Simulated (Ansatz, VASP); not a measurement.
BaSi3: VASP beside Ansatz

```
Ba Si
1.0
     4.45710    0.00000    0.00000
     0.00000    4.45710    0.00000
     0.00000    0.00000    4.45710
Ba Si
1 3
Direct
  0.00000 0.00000 0.00000
  0.00000 0.50000 0.50000
  0.50000 0.50000 0.00000
  0.50000 0.00000 0.50000
```

Alike in both runs: task single point; functional PBE; k mesh 8 × 8 × 8; occupations gaussian, width 0.05 eV; no spin polarisation.

|  | VASP | Ansatz |
| --- | --- | --- |
| version | VASP 6.6.1 | Ansatz 0.2.0 |
| potentials or method | VASP PAW PBE potentials, release 64 (Ba_sv, Si) | scalar-relativistic, plane waves, PAW |
| plane-wave cutoff (eV) | 520 | 420 |
| valence electrons in the cell | 22 | 22 |

Ansatz gave:

```
gap on the k mesh at the Fermi level (eV) : none
pressure (GPa)                            : 1.1
```

**Question.** Estimate VASP's values.

**Answer.** gap on the k mesh at the Fermi level (eV): none; pressure (GPa): 2.0.

A gap of «none» marks a metal or a gap that the smearing closes. With one functional, cell and mesh, what is left measures potentials, basis and numerics.

The runs have no spin-orbit coupling, so splittings on Ba are missing.
